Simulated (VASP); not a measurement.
# MgS: transverse stress against strain

MgS (rock salt, Fm-3m, 17.355 Å³/atom and stress up to 0.03 GPa in the relaxed cell, cube axes along x, y and z) under an equal strain ε along x and y, with z held. PBEsol in VASP (plane waves, PAW), 480 eV, 10×10×10 Γ-centred mesh, Gaussian smearing 0.05 eV; ions are relaxed, or left where forces stay under 0.02 eV/Å, within the symmetry of each cell. Stress is positive for a compressed cell.

Here s stands for strain and y for stress zz.

```
strain (%)  stress zz (GPa)
----------  ---------------
-1.50                  1.24
-1.00                  0.81
-0.50                  0.39
0.00                  -0.03
0.50                  -0.44
1.00                  -0.84
1.50                  -1.24
3.00                      ?
```

The 7 complete rows are fitted with a straight line, y against s. Means: s 0, y -0.016. About the means, the sum of products is -5.7850 and the sum of squares of s is 7.0000; the slope is their ratio. Least squares gives y = -0.016 - 0.8264·s. Residuals (row less fit): 0.016, 0.000, -0.007, -0.014, -0.011, 0.002, 0.016; standard error 0.013 (degrees of freedom: 5). The slope gives the elastic constant 2C12 = 82.6 ± 0.5 GPa (± standard error of the fit, which holds the terms cut off).

Question: What does the fit predict for y at s = 3.00, and how far is the calculated value from it?

Answer: y = -0.016 - 0.8264 × 3.0 = -2.495 GPa. The calculation gives -2.38 GPa, 0.115 GPa above the prediction (3.2 % of the range of y in the table). The row lies outside the fitted rows, so this is an extrapolation. From the scatter of the fitted rows alone, a prediction at this place has a standard error of 0.021 GPa, so the miss is 5.5 times that.

A polynomial of degree 2 through the 12 other runs of the series gives -2.38 there, so most of the miss is curvature that the fit leaves out. Rows are the converged runs of the series near zero and its far end, less any whose ions stayed unrelaxed beside relaxed ones; series whose fitted rows scatter by over a few per cent of the range, as at a crossing or softening among them, aren't shown in this form. Most that stay on the fit to the last digits aren't either.
